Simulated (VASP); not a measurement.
Data:

```
CELL_PARAMETERS angstrom
      4.63270     0.00000     0.00000
      0.00000     4.63270     0.00000
      0.00000     0.00000     3.26333
ATOMIC_POSITIONS crystal
  Ir 0.00000 0.00000 0.00000
  Ir 0.50000 0.50000 0.50000
  O  0.30812 0.30812 0.00000
  O  0.80812 0.19188 0.50000
  O  0.19188 0.80812 0.50000
  O  0.69188 0.69188 0.00000
```

Calculation: vdW-DF2, VASP's PBE PAW potentials (set 64) (plane waves; VASP). Settings: 520 eV cut-off, Gaussian smearing of 0.050 eV, potentials Ir O.

### Question
Give the energies of bands 11 to 24 at the high-symmetry points, in eV from the Fermi level.

### Answer

```tsv
band	Γ	X	M	Z	R	A
11	-4.24	-5.35	-4.49	-5.03	-4.72	-5.00
12	-4.24	-5.35	-4.49	-5.03	-4.72	-5.00
13	-3.08	-4.54	-3.76	-4.75	-4.42	-3.73
14	-2.46	-4.54	-3.76	-4.75	-4.42	-3.73
15	-2.46	-2.63	-3.09	-3.45	-2.82	-2.77
16	-2.25	-2.63	-3.09	-3.45	-2.82	-2.77
17	-2.12	-1.47	-2.17	-1.71	-2.37	-1.64
18	-2.12	-1.47	-2.17	-1.71	-2.37	-1.64
19	-2.05	-1.15	-2.08	-0.58	-1.62	-0.99
20	-1.93	-1.15	-2.08	-0.58	-1.62	-0.99
21	-1.92	-0.25	0.18	0.21	0.44	-0.42
22	0.55	-0.25	0.18	0.21	0.44	-0.42
23	1.04	3.16	2.10	1.94	0.86	1.89
24	3.68	3.17	2.10	1.94	0.86	1.89
```

It has no gap at this level: it comes out as a metal or semimetal.

The compound is IrO2 in the rutile structure. It was relaxed first, which changed the volume by +10 %.
